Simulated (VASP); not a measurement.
OSZICAR of a VASP run on CuI (zinc blende):

**OSZICAR**
```
       N       E                     dE             d eps       ncg     rms          rms(c)
DAV:   1     0.111691095387E+03    0.11169E+03   -0.80141E+03   910   0.150E+03
DAV:   2     0.716079420473E+01   -0.10453E+03   -0.97852E+02   935   0.266E+02
DAV:   3    -0.534385708032E+00   -0.76952E+01   -0.75875E+01  1225   0.833E+01
DAV:   4    -0.795707143238E+00   -0.26132E+00   -0.26117E+00  1063   0.138E+01
DAV:   5    -0.806157789120E+00   -0.10451E-01   -0.10450E-01  1325   0.303E+00    0.467E+00
DAV:   6    -0.733595452514E+00    0.72562E-01   -0.24127E+00   969   0.457E+01    0.298E+00
DAV:   7    -0.642403177225E+00    0.91192E-01   -0.55879E-01   985   0.263E+01    0.154E+00
DAV:   8    -0.642145616486E+00    0.25756E-03   -0.25664E-02  1404   0.210E+00    0.374E-01
DAV:   9    -0.640444843481E+00    0.17008E-02   -0.83208E-03  1067   0.297E+00    0.936E-02
DAV:  10    -0.640541903678E+00   -0.97060E-04   -0.47475E-04  1060   0.177E-01    0.167E-02
DAV:  11    -0.640543379565E+00   -0.14759E-05   -0.51673E-05  1135   0.203E-01    0.130E-02
DAV:  12    -0.640542949292E+00    0.43027E-06   -0.29764E-06  1435   0.333E-02    0.106E-02
DAV:  13    -0.640542439913E+00    0.50938E-06   -0.18880E-06  1276   0.463E-02    0.289E-03
DAV:  14    -0.640542675553E+00   -0.23564E-06   -0.12023E-06  1395   0.281E-02    0.288E-03
DAV:  15    -0.640542580723E+00    0.94830E-07   -0.58585E-08   495   0.688E-03
   1 F= -.64054258E+00 E0= -.64054258E+00  d E =0.000000E+00
```

Task: Which electronic solver shows in the log?

Result: It is blocked Davidson (ALGO = Normal, or the opening steps of other solvers). The INCAR had ALGO = Normal.

Task: Can the final energy be trusted as converged?

Result: The run converged. It stopped with EDIFF = 1E-7, NELM = 100 (optB88-vdW, plane waves, VASP's PBE PAW potentials (set 64)).

The compound is CuI in the zinc blende structure. It was relaxed first.
